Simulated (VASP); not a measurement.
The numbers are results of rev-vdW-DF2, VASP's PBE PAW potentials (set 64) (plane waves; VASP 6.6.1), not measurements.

A VASP calculation is set up with these files.

**KPOINTS**
```
Regular mesh
0
Gamma
  6 6 4
```

### POSCAR
```
CdS
1
    2.1079266756    -3.6510359231     0.0000000000
    2.1079266756     3.6510359231     0.0000000000
    0.0000000000     0.0000000000     6.8511523981
Cd S
2 2
Direct
  0.6666670000   0.3333330000   0.5000149596
  0.3333330000   0.6666670000   0.0000149596
  0.6666670000   0.3333330000   0.8769850404
  0.3333330000   0.6666670000   0.3769850404
```

INCAR:
```
SYSTEM = CdS
PREC = Accurate; ENCUT = 520; LREAL = .FALSE.
LASPH = .TRUE.
EDIFF = 1E-7; NELM = 100; ALGO = Normal
LMAXMIX = 4
ISMEAR = 0; SIGMA = 0.05
GGA = MK; LUSE_VDW = .TRUE.; AGGAC = 0.0
PARAM1 = 0.1234568; PARAM2 = 0.7114; ZAB_VDW = -1.8867
IBRION = 2; NSW = 30; ISIF = 4
EDIFFG = -0.01
LWAVE = .FALSE.; LCHARG = .FALSE.
```

POTCAR, in this order: Cd S (PBE.64 set). Program: vasp_std.

Output

OUTCAR:
```
 ion  position               nearest neighbor table
   1  0.667  0.333  0.500-   4 2.58   4 2.58   4 2.58   3 2.58
   2  0.333  0.667  0.000-   3 2.58   3 2.58   3 2.58   4 2.58
   3  0.667  0.333  0.877-   2 2.58   2 2.58   2 2.58   1 2.58
   4  0.333  0.667  0.377-   1 2.58   1 2.58   1 2.58   2 2.58
  LATTYP: Found a hexagonal cell.
 ALAT       =     4.2158531973
 C/A-ratio  =     1.6250927339
 Subroutine PRICEL returns:
 Original cell was already a primitive cell.
 Subroutine GETGRP returns: Found 12 space group operations
The static configuration has the point symmetry C_3v.
 The point group associated with its full space group is C_6v.
The dynamic configuration has the point symmetry C_3v.
 Subroutine INISYM returns: Found 12 space group operations
 Subroutine IBZKPT returns following result:
 Found     21 irreducible k-points:

 Following reciprocal coordinates:
            Coordinates               Weight
  0.000000  0.000000  0.000000      1.000000
  0.166667 -0.000000  0.000000      6.000000
  0.333333 -0.000000  0.000000      6.000000
  0.500000 -0.000000  0.000000      3.000000
  0.166667  0.166667  0.000000      6.000000
...
```

OSZICAR:
```
       N       E                     dE             d eps       ncg     rms          rms(c)
DAV:   1     0.254612553474E+03    0.25461E+03   -0.17615E+04   924   0.149E+03
DAV:   2     0.904352400653E+01   -0.24557E+03   -0.24028E+03  1032   0.356E+02
DAV:   3    -0.480559542473E+01   -0.13849E+02   -0.13804E+02  1110   0.841E+01
DAV:   4    -0.495326599112E+01   -0.14767E+00   -0.14763E+00  1068   0.893E+00
DAV:   5    -0.495586306833E+01   -0.25971E-02   -0.25970E-02  1128   0.113E+00    0.101E+01
DAV:   6    -0.388440266116E+01    0.10715E+01   -0.27203E+00  1186   0.165E+01    0.806E+00
DAV:   7    -0.387223706589E+01    0.12166E-01   -0.70348E-01  1086   0.492E+00    0.404E+00
DAV:   8    -0.386875103003E+01    0.34860E-02   -0.95902E-02  1064   0.325E+00    0.454E-01
DAV:   9    -0.386600281472E+01    0.27482E-02   -0.19628E-02  1162   0.170E+00    0.120E-01
DAV:  10    -0.386613591328E+01   -0.13310E-03   -0.11278E-03   996   0.297E-01    0.889E-02
DAV:  11    -0.386619429221E+01   -0.58379E-04   -0.18646E-04  1118   0.105E-01    0.793E-02
DAV:  12    -0.386618702789E+01    0.72643E-05   -0.11008E-04  1008   0.695E-02    0.636E-03
DAV:  13    -0.386618659943E+01    0.42846E-06   -0.75593E-06  1098   0.210E-02    0.664E-03
DAV:  14    -0.386618691147E+01   -0.31204E-06   -0.55165E-07  1046   0.397E-03    0.396E-03
DAV:  15    -0.386618660349E+01    0.30798E-06   -0.41823E-07   864   0.488E-03    0.197E-03
DAV:  16    -0.386618656068E+01    0.42808E-07   -0.15056E-07   626   0.235E-03
   1 F= -.38661866E+01 E0= -.38661866E+01  d E =-.386619E+01
```

File OUTCAR:
```
------------------------ aborting loop because EDIFF is reached ----------------------------------------
  FORCE on cell =-STRESS in cart. coord.  units (eV):
  Direction    XX          YY          ZZ          XY          YZ          ZX
  --------------------------------------------------------------------------------------
  Total       -1.0520117     -1.0520116     -0.9928104      0.0000000      0.0000000      0.0000000
  in kB      -15.9832807    -15.9832791    -15.0838320      0.0000000      0.0000000      0.0000000
  external PRESSURE =     -15.6834639 kB  Pullay stress =       0.0000000 kB
  volume of cell :      105.45
      direct lattice vectors                 reciprocal lattice vectors
     2.107926676 -3.651035923  0.000000000     0.237199902 -0.136947434  0.000000000
     2.107926676  3.651035923  0.000000000     0.237199902  0.136947434  0.000000000
     0.000000000  0.000000000  6.851152398     0.000000000  0.000000000  0.145960846
  FREE ENERGIE OF THE ION-ELECTRON SYSTEM (eV)
  ---------------------------------------------------
  free  energy   TOTEN  =        -3.8661865607 eV

  energy  without entropy=       -3.8661865607  energy(sigma->0) =       -3.86618656

 reached required accuracy - stopping structural energy minimisation
```
(Selected blocks of OUTCAR.)

The compound is CdS in the wurtzite structure. This cell is one point of a volume scan, at 1.03 of the reference volume.
